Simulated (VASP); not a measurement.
Given:

```
Se
1.0
    2.01968    -3.49818     0.00000
    2.01968     3.49818     0.00000
    0.00000     0.00000     5.12707
Se
3
Direct
  0.00000   0.24906   0.66667
  0.75094   0.75094   0.00000
  0.24906   0.00000   0.33333
```

All values below come from PBEsol GGA, VASP's PBE PAW potentials (set 64) (plane waves; VASP). Run with 520 eV cut-off, 8×8×5 Γ-centred mesh, Gaussian smearing of 0.050 eV, potentials Se.

Without a dispersion term in the relaxation, distances and binding between the weakly bound layers, chains or molecules are unreliable, and so is what depends on them.

### Question
Predict the energy per atom (σ→0).

### Answer

```
Property                       Result
---------------------  --------------
energy per atom (σ→0)  -3.854 eV/atom
```

The compound is Se in the trig structure. It was relaxed first, which changed the volume by -12 %.
